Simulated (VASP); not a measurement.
Output of a VASP run:

**OSZICAR**
```
       N       E                     dE             d eps       ncg     rms          rms(c)
DAV:   1    -0.261188269952E+00   -0.26119E+00   -0.13450E+03  1440   0.469E+02
DAV:   2    -0.356312038943E+01   -0.33019E+01   -0.30904E+01  1956   0.314E+01
DAV:   3    -0.359130226766E+01   -0.28182E-01   -0.28163E-01  1992   0.334E+00
DAV:   4    -0.359138894706E+01   -0.86679E-04   -0.86679E-04  2034   0.148E-01
DAV:   5    -0.359138909230E+01   -0.14524E-06   -0.14516E-06  1992   0.556E-03    0.931E-01
DAV:   6    -0.357774152982E+01    0.13648E-01   -0.31891E-04  1758   0.149E-01    0.591E-01
DAV:   7    -0.356758272102E+01    0.10159E-01   -0.11180E-03  1626   0.275E-01    0.280E-02
DAV:   8    -0.356756245703E+01    0.20264E-04   -0.14941E-05  2256   0.291E-02    0.629E-03
DAV:   9    -0.356756133396E+01    0.11231E-05   -0.89583E-07  1470   0.715E-03    0.605E-04
DAV:  10    -0.356756128025E+01    0.53717E-07   -0.14077E-08  1092   0.955E-04
   1 F= -.23569124E+01 E0= -.23568038E+01  d E =-.235691E+01
```

File OUTCAR:
```
------------------------ aborting loop because EDIFF is reached ----------------------------------------
  FORCE on cell =-STRESS in cart. coord.  units (eV):
  Direction    XX          YY          ZZ          XY          YZ          ZX
  --------------------------------------------------------------------------------------
  Total        1.2053308      1.2053312      1.2106802      0.0000000      0.0000000      0.0000000
  in kB       49.7803632     49.7803794     50.0012929      0.0000000      0.0000000      0.0000000
  external PRESSURE =      -0.1459882 kB  Pullay stress =      50.0000000 kB
  volume of cell :       38.79
      direct lattice vectors                 reciprocal lattice vectors
     1.511468619 -2.617940871  0.000000000     0.330804089 -0.190989799  0.000000000
     1.511468619  2.617940871  0.000000000     0.330804089  0.190989799  0.000000000
     0.000000000  0.000000000  4.901960672     0.000000000  0.000000000  0.204000005
 POSITION                                       TOTAL-FORCE (eV/Angst)
 -----------------------------------------------------------------------------------
      1.51147      0.87265      1.22549         0.000000     -0.000000      0.000000
      1.51147     -0.87265      3.67647         0.000000      0.000000      0.000000
 -----------------------------------------------------------------------------------
    total drift:                               -0.000001     -0.000007      0.000001
  FREE ENERGIE OF THE ION-ELECTRON SYSTEM (eV)
  ---------------------------------------------------
  free  energy   TOTEN  =        -3.5675612802 eV

  energy  without entropy=       -3.5672355835  energy(sigma->0) =       -3.56745271
  enthalpy is  TOTEN    =        -2.3569123894 eV   P V=        1.2106488908

 reached required accuracy - stopping structural energy minimisation
```
(Selected blocks of OUTCAR.)

POSCAR:
```
Mg
1
    1.5114686194    -2.6179408709     0.0000000000
    1.5114686194     2.6179408709     0.0000000000
    0.0000000000     0.0000000000     4.9019606720
Mg
2
Direct
  0.3333330000   0.6666670000   0.2500000000
  0.6666670000   0.3333330000   0.7500000000
```

Problem. Reconstruct the remaining input files.

Solution. This is not unique; one that fits is the input of the run itself, LDA (Ceperley-Alder, Perdew-Zunger), plane waves, VASP's LDA PAW potentials (set 64).

### KPOINTS
```
Automatic mesh
0
Gamma
14 14 8
0 0 0
```

INCAR:
```
SYSTEM = Mg
PREC = Accurate
ENCUT = 500
EDIFF = 1E-6
NELM = 100
ALGO = Normal
LREAL = .FALSE.
LASPH = .TRUE.
ISMEAR = 1
SIGMA = 0.1
LWAVE = .FALSE.
LCHARG = .FALSE.
IBRION = 2
ISIF = 3
NSW = 40
EDIFFG = -0.02
PSTRESS = 50
```

POTCAR, in this order: Mg (LDA.64 set). Program: vasp_std.

The compound is Mg in the hcp structure. It was relaxed first under an external pressure of 5 GPa.
